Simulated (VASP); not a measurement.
Given:

```
TiN
1.0
    0.00000     2.12482     2.12482
    2.12482     0.00000     2.12482
    2.12482     2.12482     0.00000
Ti N
1 1
Direct
  0.00000   0.00000   0.00000
  0.50000   0.50000   0.50000
```

Calculation: PBE GGA with D3 dispersion (Becke-Johnson damping), VASP's PBE PAW potentials (set 64) (plane waves; VASP). Settings: 520 eV cut-off, 15×15×15 Γ-centred mesh, first-order Methfessel-Paxton smearing of 0.10 eV, potentials Ti_sv N.

Task: Give the stress tensor in GPa (positive for a compressed cell).

Result: 
```
-8.19   0.00   0.00
 0.00  -8.19   0.00
 0.00   0.00  -8.19
```
The pressure is its mean diagonal, -8.19 GPa.

The compound is TiN in the rock salt structure. This cell is one point of a volume scan, at 1.03 of the reference volume. The electron count is odd and the run is not spin-polarised, which forces a metal.
